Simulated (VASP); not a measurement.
Input:

```yaml
crystal:
  lattice:
    - [3.84631, 0.00000, 0.00000]
    - [0.00000, 3.84631, 0.00000]
    - [0.00000, 0.00000, 4.84833]
  atoms:
    - { symbol: Sn, position: [0.50000, 0.00000, 0.75994] }
    - { symbol: Sn, position: [0.00000, 0.50000, 0.24006] }
    - { symbol: O, position: [0.50000, 0.50000, 0.00000] }
    - { symbol: O, position: [0.00000, 0.00000, 0.00000] }
```

Level of theory: PBE GGA with D3 dispersion (zero damping), VASP's PBE PAW potentials (set 64) (plane waves; VASP 6.6.1). Run with 520 eV cut-off, Gaussian smearing of 0.050 eV, potentials Sn_d O.

Unless said otherwise, spin-orbit coupling is left out, though it shifts the bands of the heavy elements here.

Q: Give the energies of bands 14 to 23 at the high-symmetry points, in eV from the valence-band maximum.

A: 
| band | Γ | X | M | Z | R | A |
|---|---|---|---|---|---|---|
| 14 | -6.62 | -7.30 | -8.81 | -5.87 | -7.44 | -8.69 |
| 15 | -5.99 | -4.75 | -4.87 | -5.87 | -5.23 | -5.34 |
| 16 | -5.99 | -4.75 | -4.87 | -3.35 | -5.23 | -5.34 |
| 17 | -3.28 | -4.61 | -2.34 | -3.15 | -4.57 | -2.64 |
| 18 | -2.98 | -4.61 | -2.34 | -3.00 | -4.57 | -2.64 |
| 19 | -2.98 | -2.60 | -1.85 | -3.00 | -1.65 | -2.34 |
| 20 | -0.01 | -2.60 | -1.85 | -2.07 | -1.65 | -2.34 |
| 21 | 2.08 | 3.19 | 0.11 | 1.73 | 2.61 | 2.38 |
| 22 | 4.50 | 3.19 | 0.11 | 2.94 | 2.61 | 2.38 |
| 23 | 4.60 | 5.81 | 4.51 | 2.94 | 5.33 | 4.06 |

The gap is indirect, 0.11 eV, from the valence maximum at M-Γ at 0.89 to the conduction minimum at M.

Measured: gap 0.70 eV (computed value off by -0.59 eV), as given by David Waroquiers et al., Physical Review B (2013), arXiv:1302.6756.

The compound is SnO in the litharge structure. It was relaxed first.
